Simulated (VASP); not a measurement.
Here is the system:

```
CELL_PARAMETERS angstrom
      0.00000     1.77937     1.77937
      1.77937     0.00000     1.77937
      1.77937     1.77937     0.00000
ATOMIC_POSITIONS crystal
  C  0.00000 0.00000 0.00000
  C  0.25000 0.25000 0.25000
```

Level of theory: PBE GGA with D3 dispersion (Becke-Johnson damping), VASP's PBE PAW potentials (set 64) (plane waves; VASP 6.6.1). Run with 520 eV cut-off, 14×14×14 Γ-centred mesh, tetrahedra with Blöchl corrections, potentials C.

**Question.** Tabulate the total density of states (states/eV per cell) against energy (eV; zero at the valence-band maximum or, without a gap, the Fermi level).

**Answer.** 
(E (eV), DOS (states/eV)): (-9.97, 0.28); (-9.25, 0.28); (-8.53, 0.59); (-7.81, 0.51); (-7.09, 0.59); (-6.37, 0.75); (-5.65, 0.78); (-4.81, 0.73); (-4.09, 0.70); (-3.37, 0.66); (-2.65, 0.46); (-1.93, 0.28); (-1.21, 0.18); (-0.49, 0.08); (0.23, 0.00); (0.95, 0.00); (1.67, 0.00); (2.39, 0.00); (3.23, 0.00); (3.95, 0.00); (4.67, 0.14); (5.39, 0.32); (6.11, 0.48); (6.83, 0.59); (7.55, 0.78)
Within 2 eV below the valence-band maximum the largest weight inside VASP's projection spheres is C p.

The compound is C in the diamond structure. It was relaxed first.
